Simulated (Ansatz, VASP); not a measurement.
## PdI: VASP beside Ansatz

```
CELL_PARAMETERS angstrom
3.53549 0.00000 0.00000
-1.76775 3.06183 0.00000
0.00000 0.00000 7.35149
ATOMIC_POSITIONS crystal
I 0.00000 0.00000 0.00000
I 0.00000 0.00000 0.50000
Pd 0.33333 0.66667 0.25000
Pd 0.66667 0.33333 0.75000
```

Alike in both runs: functional LDA; k mesh 10 × 10 × 6; occupations fermi-dirac, width 0.1 eV; no spin polarisation.

Ansatz relaxed the structure, and its values are those at the end. VASP's run is a single point on that final structure, the one shown.

|  | VASP | Ansatz |
| --- | --- | --- |
| version | VASP 6.6.1 | Ansatz 0.2.0 |
| potentials or method | VASP PAW LDA potentials, release 64 (I, Pd) | PAW with Ansatz's default frozen-core files, scalar-relativistic |
| plane-wave cutoff (eV) | 520 | 420 |
| valence electrons in the cell | 34 | 70 |

VASP gave:

```
pressure (GPa) : 9.3
```

Question: Estimate Ansatz's values.

Answer: Pressure (GPa): 9.1.

The two sets of potentials don't hold the same shells in valence.

Spin-orbit coupling is left out, which matters for the levels of I.
